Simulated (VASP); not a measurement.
An input for Quantum ESPRESSO's pw.x (written as the equivalent of a VASP run, and not itself run):

```
&CONTROL
  calculation = 'scf'
  pseudo_dir = './pseudo'
  outdir = './out'
  tprnfor = .true.
  tstress = .true.
/
&SYSTEM
  ibrav = 0
  nat = 2
  ntyp = 2
  ecutwfc = 90
  occupations = 'smearing'
  smearing = 'methfessel-paxton'
  degauss = 0.00735
  input_dft = 'pbesol'
  nspin = 2
  starting_magnetization(1) = 0.29
  starting_magnetization(2) = 0.03
/
&ELECTRONS
  conv_thr = 7.3e-09
  electron_maxstep = 100
/
ATOMIC_SPECIES
  Fe 55.845 Fe.upf
  Pt 195.084 Pt.upf
CELL_PARAMETERS angstrom
     2.6858778    0.0000000    0.0000000
     0.0000000    2.6858778    0.0000000
     0.0000000    0.0000000    3.7129745
ATOMIC_POSITIONS crystal
  Fe   0.0000000  0.0000000  0.0000000
  Pt   0.5186159  0.5000000  0.5000000
K_POINTS automatic
  12 12 10 0 0 0
```

Write the VASP files for the same calculation (PBEsol).

This is not unique; one that fits is 
File KPOINTS:
```
Automatic mesh
0
Gamma
12 12 10
0 0 0
```

### POSCAR
```
FePt
1
    2.6858778018     0.0000000000     0.0000000000
    0.0000000000     2.6858778018     0.0000000000
    0.0000000000     0.0000000000     3.7129745387
Fe Pt
1 1
Direct
  0.0000000000   0.0000000000   0.0000000000
  0.5186158879   0.5000000000   0.5000000000
```

INCAR:
```
ALGO = Normal
EDIFF = 1E-7
ENCUT = 480
GGA = PS
ISIF = 2
ISMEAR = 1
ISPIN = 2
LASPH = .True.
LCHARG = .False.
LMAXMIX = 6
LORBIT = 10
LREAL = .False.
LWAVE = .False.
MAGMOM = 2.9 0.3
NELM = 100
PREC = Accurate
SIGMA = 0.1
SYSTEM = FePt
```

POTCAR, in this order: Fe Pt (PBE.64 set). Program: vasp_std.

Limits of the translation: the potentials are each code's own (VASP's PAW set, PseudoDojo norm-conserving files in pw.x), so ENCUT and ecutwfc are chosen apart and not converted; conv_thr bounds pw.x's estimated SCF error, while EDIFF bounds the energy change between steps; starting_magnetization is a fraction of the valence charge and MAGMOM a moment in μB, so they match only roughly.

The compound is FePt in the L1_0 structure. This cell was strained or had an atom moved on purpose.
